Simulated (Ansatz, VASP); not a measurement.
## Li4NO in VASP and in Ansatz

```
CELL_PARAMETERS angstrom
3.31287 0.00000 0.00000
0.00000 3.31287 0.00000
0.00000 0.00000 4.93652
ATOMIC_POSITIONS crystal
O 0.50000 0.50000 0.50000
N 0.00000 0.00000 0.00000
Li 0.50000 0.00000 0.26385
Li 0.00000 0.50000 0.73615
Li 0.50000 0.00000 0.73615
Li 0.00000 0.50000 0.26385
```

The cell comes from a database or a generator and needn't be the stable form of this composition.

Alike in both runs: task single point; functional PBE; k mesh 8 × 8 × 6; occupations fermi-dirac, width 0.05 eV; no spin polarisation.

|  | VASP | Ansatz |
| --- | --- | --- |
| version | VASP 6.6.1 | Ansatz 0.2.0 |
| potentials or method | VASP PAW PBE potentials, release 64 (O, N, Li_sv) | Ansatz PAW |
| plane-wave cutoff (eV) | 520 | 420 |
| valence electrons in the cell | 23 | 23 |

Ansatz gave:

```
gap on the k mesh at the Fermi level (eV) : none
rms of the force components (eV/Å)        : 0.008
```

Problem. Estimate VASP's values.

Solution. gap on the k mesh at the Fermi level (eV): none; rms of the force components (eV/Å): 0.010.

Atom by atom the forces differ by 0.002 eV/Å (rms over components). A gap of «none» marks a metal or a gap that the smearing closes. The functional is the same, so the differences come from potentials, cutoffs and numerics.

Caveats: an odd number of electrons without spin polarisation forces a metal; a magnetic or distorted state may lie lower.
